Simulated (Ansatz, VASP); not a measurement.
# CaPbS6 in VASP and in Ansatz

```
S Ca Pb
1.0
     0.00000    4.92138    4.92138
     4.92138    0.00000    4.92138
     4.92138    4.92138    0.00000
S Ca Pb
6 1 1
Cartesian
  2.4607 4.9214 4.9214
  4.9214 2.4607 4.9214
  7.3821 4.9214 4.9214
  4.9214 7.3821 4.9214
  4.9214 4.9214 2.4607
  4.9214 4.9214 7.3821
  4.9214 4.9214 4.9214
  0.0000 0.0000 0.0000
```

The cell was built by a generator and needn't be a form met in nature.

Alike in both runs: task single point; functional PBE; k mesh 3 × 3 × 3; no spin polarisation.

```csv
,VASP,Ansatz
version,VASP 6.6.1,Ansatz 0.2.0
potentials or method,"VASP PAW PBE potentials, release 64 (S, Ca_sv, Pb_d)",PAW plane waves
plane-wave cutoff (eV),520,420
occupations,"fermi-dirac, width 0.1 eV",fermi-dirac
valence electrons in the cell,60,60
```

Ansatz gave:

```
gap on the k mesh at the Fermi level (eV) : none
pressure (GPa)                            : 8.8
rms of the force components (eV/Å)        : 0.020
```

Task: What did VASP give for the same quantities?

Result: gap on the k mesh at the Fermi level (eV): none; pressure (GPa): 8.7; rms of the force components (eV/Å): 0.001.

A gap of «none» marks a metal or a gap that the smearing closes.

Caveats: the k mesh is coarse (spacing up to 0.37 Å⁻¹), so the values aren't converged. The runs have no spin-orbit coupling, so splittings on Pb are missing.
